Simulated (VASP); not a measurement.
A run of VASP 6.6.1 is set up as follows.

File INCAR:

```
ALGO = Normal ; EDIFF = 1E-7
EDIFFG = -0.005 ; ENCUT = 300
GGA = PS ; IBRION = 2
ISIF = 3 ; ISMEAR = 0
LASPH = True ; LCHARG = False
LREAL = False ; LWAVE = False
NELM = 60 ; NSW = 90
PREC = Accurate ; SIGMA = 0.1
```

The input KPOINTS:

```
k-points
0
Gamma
  18 18 18
```

POSCAR

```
Pd
1.0
    0.0000000000      1.9586507900      1.9586507900
    1.9586507900      0.0000000000      1.9586507900
    1.9586507900      1.9586507900      0.0000000000
Pd
1
Direct
    0.0000000000      0.0000000000      0.0000000000
```

Potentials or basis: VASP PAW PBE potentials, release 64 (Pd).

Run with:

```console
$ cat potpaw_PBE.64/Pd/POTCAR > POTCAR
$ mpirun -np 1 vasp_std > vasp.out
```

Predict the relaxed cell.

a = 2.737 Å, b = 2.737 Å, c = 2.737 Å, α = 60.00°, β = 60.00°, γ = 60.00°.

Estimate the relaxed volume.

14.49 Å³/atom.

Final structure:
```xyz
1
Lattice="0.0000 1.9351 1.9351 1.9351 0.0000 1.9351 1.9351 1.9351 0.0000" Properties=species:S:1:pos:R:3 pbc="T T T"
Pd    1.9351    1.9351    3.8702
```

Caveat: the cutoff is under 1.25 times the usual one of these potentials, so pressure, stress and relaxed cells hold a basis-set (Pulay) error; the PAW data sets were made with another functional, which shifts forces and pressure a little.
